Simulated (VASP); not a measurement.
Given:

```yaml
crystal:
  lattice:
    - [0.00000, 2.28217, 2.28217]
    - [2.28217, 0.00000, 2.28217]
    - [2.28217, 2.28217, 0.00000]
  atoms:
    - { symbol: Br, position: [0.00000, 0.00000, 0.00000] }
```

Calculation: PBEsol GGA, VASP's PBE PAW potentials (set 64) (plane waves; VASP). Settings: 400 eV cut-off, Gaussian smearing of 0.050 eV, potentials Br.

Problem. What does the run give for the band gap (along the path) with the smallest direct gap where there is one?

Solution. 
```json
{
 "band gap (along the path)": "none (metal, semimetal or under 0.01 eV)"
}
```

Only differences to runs with the same potentials and settings are physical.

The structure was generated: Br was put into the fcc type (Fm-3m), which need not be its known phase. It was relaxed first, which changed the volume by -10 %.
